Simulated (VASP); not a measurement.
Given:

```
CELL_PARAMETERS angstrom
      1.25500    -2.17372     0.00000
      1.25500     2.17372     0.00000
      0.00000     0.00000     4.07000
ATOMIC_POSITIONS crystal
  Co 0.33333 0.66667 0.25000
  Co 0.66667 0.33333 0.75000
```
Starting moments (μB, in the order of the record's atoms Co Co): 2.0 2.0.

All values below come from PBE GGA, VASP's PBE PAW potentials (set 64) (plane waves; VASP). Numerical set-up: 300 eV cut-off, 13×13×7 Γ-centred mesh, Fermi-Dirac smearing of 0.14 eV, potentials Co.

Question: Give the spin-up energies of bands 1 to 12 at the high-symmetry points, in eV from the Fermi level.

Answer: 
```csv
band,Γ,M,K,A,L,H
1,-8.79,-4.64,-4.21,-6.59,-4.87,-3.77
2,-5.03,-4.64,-3.84,-6.59,-4.87,-3.77
3,-2.59,-4.37,-3.84,-2.88,-3.68,-3.63
4,-2.56,-2.71,-3.56,-2.88,-3.68,-3.63
5,-2.56,-2.50,-2.82,-2.62,-1.80,-2.89
6,-2.26,-2.47,-2.82,-2.62,-1.80,-2.89
7,-2.26,-2.17,-1.92,-2.62,-1.08,-1.89
8,-1.92,-0.73,-0.96,-2.62,-1.08,-1.89
9,-1.92,-0.66,-0.96,-1.17,-0.64,-0.81
10,-0.87,-0.59,-0.87,-1.17,-0.64,-0.81
11,-0.87,1.24,4.38,-1.17,1.55,5.58
12,-0.11,3.20,5.16,-1.17,1.55,5.58
```

Question: Give the spin-down energies of bands 1 to 12 at the high-symmetry points, in eV from the Fermi level.

Answer: 
```tsv
band	Γ	M	K	A	L	H
1	-8.80	-3.79	-2.88	-6.53	-3.85	-2.50
2	-4.10	-3.45	-2.78	-6.53	-3.85	-2.50
3	-0.97	-3.13	-2.78	-1.50	-2.30	-2.44
4	-0.92	-1.81	-2.57	-1.50	-2.30	-2.44
5	-0.92	-1.06	-1.32	-0.98	-0.05	-1.69
6	-0.57	-1.00	-1.32	-0.98	-0.05	-1.69
7	-0.57	-0.61	-0.31	-0.98	0.23	-0.18
8	-0.18	1.14	0.86	-0.98	0.23	-0.18
9	-0.15	1.26	0.86	0.69	1.24	1.03
10	-0.15	1.30	1.02	0.69	1.24	1.03
11	1.02	2.45	5.14	0.69	2.14	6.19
12	1.02	4.16	5.90	0.69	2.14	6.19
```

It has no gap at this level: it comes out as a metal or semimetal.

The structure is a typed Co crystal (P6_3/mmc). The cell was not relaxed at this level.
